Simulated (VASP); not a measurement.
Level of theory: MS2 meta-GGA, VASP's PBE PAW potentials (set 64) (plane waves; VASP).

VASP ran on this input.

**INCAR**
```
ALGO=Normal
EDIFF=1E-7
ENCUT=520
ISIF=2
ISMEAR=0
LASPH=T
LCHARG=F
LMAXMIX=4
LMIXTAU=T
LREAL=F
LWAVE=F
METAGGA=MS2
NELM=100
PREC=Accurate
SIGMA=0.05
SYSTEM=InP
```

**KPOINTS**
```
Automatic mesh
0
Gamma
8 8 8
0 0 0
```

POSCAR:
```
InP
1
    0.0000000000     3.0093429032     3.0093429032
    3.0093429032     0.0000000000     3.0093429032
    3.0093429032     3.0093429032     0.0000000000
In P
1 1
Direct
  0.0000000000   0.0000000000   0.0000000000
  0.2500000000   0.2500000000   0.2500000000
```

POTCAR, in this order: In_d P (PBE.64 set). Program: vasp_std.

Unless said otherwise, spin-orbit coupling is left out, though it shifts the bands of the heavy elements here.

Q: Predict the energy per atom (σ→0), pressure, band gap (on the k-mesh).

A: 
```json
{
  "energy per atom (σ→0)": "-4.776 eV/atom",
  "band gap (on the k-mesh)": "0.69 eV",
  "pressure": "-3.50 GPa"
}
```

### OSZICAR
```
...
DAV:  17    -0.955202838213E+01    0.12952E-05   -0.43916E-06   884   0.394E-02    0.559E-03
DAV:  18    -0.955203014832E+01   -0.17662E-05   -0.40290E-06   784   0.417E-02    0.529E-03
DAV:  19    -0.955202899421E+01    0.11541E-05   -0.58164E-07   789   0.147E-02    0.218E-03
DAV:  20    -0.955202911846E+01   -0.12425E-06   -0.38586E-08   492   0.277E-03    0.139E-03
DAV:  21    -0.955202860258E+01    0.51588E-06   -0.43532E-08   482   0.399E-03    0.312E-04
DAV:  22    -0.955202903535E+01   -0.43278E-06   -0.19412E-08   402   0.242E-03    0.756E-05
DAV:  23    -0.955202897282E+01    0.62536E-07   -0.19232E-09   392   0.803E-04
   1 F= -.95520290E+01 E0= -.95520290E+01  d E =-.119842E-10
```

The compound is InP in the zinc blende structure. This cell is one point of a volume scan, at 1.06 of the reference volume.
